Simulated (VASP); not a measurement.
Data:

```yaml
crystal:
  lattice:
    - [0.00000, 2.54831, 2.54831]
    - [2.54831, 0.00000, 2.54831]
    - [2.54831, 2.54831, 0.00000]
  atoms:
    - { symbol: Zr, position: [0.00000, 0.00000, 0.00000] }
    - { symbol: O, position: [0.25000, 0.25000, 0.25000] }
    - { symbol: O, position: [0.75000, 0.75000, 0.75000] }
```

The numbers are results of rev-vdW-DF2, VASP's PBE PAW potentials (set 64) (plane waves; VASP), not measurements. Numerical set-up: 520 eV cut-off, 8×8×8 Γ-centred mesh, Gaussian smearing of 0.050 eV, potentials Zr_sv O.

Problem. What does the run give for the energy per atom (σ→0), band gap (on the k-mesh) with the smallest direct gap where there is one?

Solution. 
```json
{
 "band gap (on the k-mesh)": "3.33 eV",
 "smallest direct gap (on the k-mesh)": "3.74 eV",
 "energy per atom (σ→0)": "-7.980 eV/atom"
}
```

The absolute energy has meaning only against runs of the same code, potentials and settings.

The compound is ZrO2 in the fluorite structure, the high-temperature cubic form, which is unstable at 0 K; the monoclinic form is the stable one. It was relaxed first.
